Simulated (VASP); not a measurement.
An input for Ansatz (written as the equivalent of a VASP run, and not itself run):

Ansatz 0.2 input:
```yaml
crystal:
  lattice:
    - [2.9900000, 0.0000000, 0.0000000]
    - [0.0000000, 2.9900000, 0.0000000]
    - [0.0000000, 0.0000000, 2.9900000]
  atoms:
    - { symbol: Al, position: [0.4968740, 0.5033170, 0.4972960] }
    - { symbol: Ru, position: [0.0031260, -0.0033170, 0.0027040] }
kpoints:
  mp_grid: { grid: [13, 13, 13], shift: [0.5, 0.5, 0.5] }
hamiltonian:
  xc: pbe
  pseudopotentials: { kind: paw }
scf:
  occupations: { method: gaussian, width: 0.136 }
  max_iter: 100
relax:
  max_steps: 50
  f_tol: 0.005
  cell: {}
output: { forces: true, stress: true, eigenvalues: true }
```

Task: Translate this input to VASP (INCAR, KPOINTS, POSCAR, choice of POTCAR).

Result: Several could match; the one computed here: 
File KPOINTS:
```
Automatic
0
G
13 13 13
0.5 0.5 0.5
```

File POSCAR:
```
RuAl
1
    2.9900000000     0.0000000000     0.0000000000
    0.0000000000     2.9900000000     0.0000000000
    0.0000000000     0.0000000000     2.9900000000
Al Ru
1 1
Direct
  0.4968740000   0.5033170000   0.4972960000
  0.0031260000  -0.0033170000   0.0027040000
```

**INCAR**
```
SYSTEM  =  RuAl
PREC  =  Accurate; ENCUT  =  420; LREAL  =  .False.
LASPH  =  .True.
EDIFF  =  1E-09; NELM  =  100; ALGO  =  Normal
LMAXMIX  =  4
ISMEAR  =  0; SIGMA  =  0.136
GGA  =  PE
IBRION  =  2; NSW  =  50; ISIF  =  3
EDIFFG  =  -0.005
LWAVE  =  .False.; LCHARG  =  .False.
```

POTCAR, in this order: Al Ru_pv (PBE.64 set). Program: vasp_std.

What does not carry over: each code has its own PAW files, so the cut-off isn't converted (ENCUT is set for VASP's; basis.ecutwfc is left out, and Ansatz then takes the one that its files recommend); Ansatz stops its SCF on the density residual and VASP on the energy change (EDIFF).

The structure is a typed RuAl crystal. In the starting cell atoms are displaced from their ideal sites. This run relaxes it. The run is one of a series of settings (EDIFF = 1E-09, EDIFFG = -0.005, ENCUT = 420, IBRION = 2, ISIF = 3, NSW = 50, KPOINTS 13×13×13 Γ-centred mesh shifted by (0.5, 0.5, 0.5) against the base run), some of them coarse on purpose.
